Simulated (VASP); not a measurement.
Take LiF (rock salt), against free atoms with fixed spin and no zero-point term, in VASP with PAW potentials, and its cohesive energy.

Task: One run gives 4.94 eV/atom. Which level is it?
A. RPBE
B. r2SCAN
C. PBE
D. LDA

Result: D, LDA.  The others give 4.44 (r2SCAN), 4.33 (PBE), 4.11 (RPBE).

Only levels that ran to the end are used. Left out are those held back, those with too coarse a band path, GW runs whose mesh misses a band edge, hybrids' fits of cells that aren't cubic and levels without matching references; a question may draw on a part of the rest.
